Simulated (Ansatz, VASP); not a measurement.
## Two plane-wave programs on SrCoN2

```
Sr Co N
1.0
     3.70541    0.00000    0.00000
     0.00000    3.70541    0.00000
     0.00000    0.00000    3.92116
Sr Co N
1 1 2
Direct
  0.50000 0.50000 0.50000
  0.00000 0.00000 0.00000
  0.50000 0.00000 0.00000
  0.00000 0.50000 0.00000
```

Alike in both runs: functional PBE; k mesh 12 × 12 × 12; occupations gaussian, width 0.1 eV; collinear spin.

Ansatz relaxed the structure, and its values are those at the end. VASP's run is a single point on that final structure, the one shown.

```csv
,VASP,Ansatz
version,VASP 6.6.1,Ansatz 0.2.0
potentials or method,"VASP PAW PBE potentials, release 64 (Sr_sv, Co, N)","scalar-relativistic, plane waves, PAW"
plane-wave cutoff (eV),520,420
valence electrons in the cell,29,37
```

Ansatz gave:

| Item | Value |
| --- | --- |
| gap on the k mesh at the Fermi level (eV) | none |
| pressure (GPa) | 0.0 |
| net moment per atom (μB) | 0.37 |
| size of the moment on the site where the two differ most (μB) | 0.73 |

Which values does VASP return?

gap on the k mesh at the Fermi level (eV): none; pressure (GPa): -0.7; net moment per atom (μB): 0.00; size of the moment on the site where the two differ most (μB): 0.00.

The net moments differ so much that the two runs ended in different magnetic states, which moves the other rows too. Site moments also hang on the region over which each program counts them. A gap of «none» marks a metal or a gap that the smearing closes. The two sets of potentials don't hold the same shells in valence.
